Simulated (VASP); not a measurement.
The system is Mo3Ru3C2.

```
Ru Mo C
1.0
     2.90927    0.00000    0.00000
    -1.45463    2.51950    0.00000
     0.00000    0.00000   13.88332
Ru Mo C
3 3 2
Direct
  0.33333 0.66667 0.34598
  0.00000 0.00000 0.50000
  0.66667 0.33333 0.65402
  0.33333 0.66667 0.81211
  0.00000 0.00000 0.00000
  0.66667 0.33333 0.18789
  0.66667 0.33333 0.90117
  0.33333 0.66667 0.09883
```

The cell comes from a database or a generator and needn't be the stable form of this composition.

```yaml
Program: VASP 6.6.1
Task: single point
Functional: PBE
Potentials_or_basis: VASP PAW PBE potentials, release 64 (Ru_pv, Mo_sv, C)
Cutoff: 520 eV
k_mesh: 10 × 10 × 2
Occupations: fermi-dirac, width 0.05 eV
Spin: no spin polarisation
```

On this cell: pressure -2.4 GPa; largest force 0.095 eV/Å; band gap on the k mesh none (metal or under the smearing width).

The same run follows on a disturbed copy (atoms moved at random, drawn with an rms of 0.05 Å):

```xyz
8
Lattice="2.9093 0.0000 0.0000 -1.4546 2.5195 0.0000 0.0000 0.0000 13.8833" Properties=species:S:1:pos:R:3 pbc="T T T"
Ru    0.0118    1.6763    4.8188
Ru    0.0181    0.0342    6.9062
Ru    1.4410    0.8417    9.0602
Mo    0.0340    1.6977   11.2590
Mo   -0.0270    0.0043    0.0279
Mo    1.4044    0.8401    2.6203
C     1.4556    0.7834   12.5193
C     0.0506    1.6509    1.3876
```

**Question.** What does the disturbed cell give?

**Answer.** The energy (extrapolated to zero smearing) moves by +13.2 meV/atom; pressure -2.1 GPa; largest force 1.221 eV/Å; band gap on the k mesh none (metal or under the smearing width).

Forces on the atoms (eV/Å):
```
Ru  -0.057  0.023 -0.195
Ru  -0.061 -0.078  0.388
Ru   0.060  0.027  0.055
Mo  -0.182 -0.513  0.072
Mo   0.363 -0.303 -0.492
Mo   0.865 -0.247  0.199
C    0.185  0.757  0.043
C   -1.172  0.334 -0.070
```

Stress tensor (GPa, compression positive):
```
-2.98 -0.87  0.31
-0.87 -2.59 -0.16
 0.31 -0.16 -0.74
```
